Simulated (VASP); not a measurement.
Bulk modulus of insulating or semiconducting compounds of the cubic perovskite structure type: PBEsol against PBE

VASP (plane waves, PAW); cells keep the symmetry of their structure type. Static lattice, from a third-order Birch-Murnaghan fit over five volumes at each level.

Here x stands for PBE B0 and y for PBEsol B0.

```csv
solid,PBE B0 (GPa),PBEsol B0 (GPa),cut-off (eV)
CsSnI3,15.4,?,520
CsPbCl3,21.9,25.1,520
KZnF3,69.7,79.4,520
BaZrO3,149.1,162.2,520
BaHfO3,158.4,172.8,520
BaTiO3,160.9,178.0,520
SrTiO3,168.9,184.4,520
KTaO3,188.0,202.8,520
```

Using a straight line, estimate the missing y at x = 15.4 from the other rows, showing the fit.

With u = x - 131, the rows have u = -109.10, -61.30, 18.10, 27.40, 29.90, 37.90, 57.00. Means: u -0.014286, y 143.53. About the means, the sum of products is 23950 and the sum of squares of u is 22318; the slope is their ratio. Least squares gives y = 143.54 + 1.07310·u. Residuals (row less fit): -1.36, 1.64, -0.76, -0.14, 2.37, 0.19, -1.91; standard error 1.70 (degrees of freedom: 5). The slope is 1.07 with a standard error of 0.011. At the withheld row, u = -115.60, so y = 143.54 + 1.07310 × (-115.60) = 19.49 GPa. The calculation gives 17.2 GPa, 2.29 GPa below the prediction (1.2 % of the range of y in the table). The row lies outside the fitted rows, so this is an extrapolation. From the scatter of the fitted rows alone, a prediction at this place has a standard error of 2.24 GPa, so the miss is 1.0 times that.

CsSnI3 is here the ideal cubic form; the compound distorts at low or room temperature. CsPbCl3 is here the ideal cubic form; the compound distorts at low or room temperature. BaTiO3 is here the ideal cubic form; the compound distorts at low or room temperature. SrTiO3 is here the ideal cubic form; the compound distorts at low or room temperature. The rows are a random draw from the solids of this series computed here; series whose standard error about the line passes 12 to 30 % of the range of y, or with no trend, aren't shown in this form.
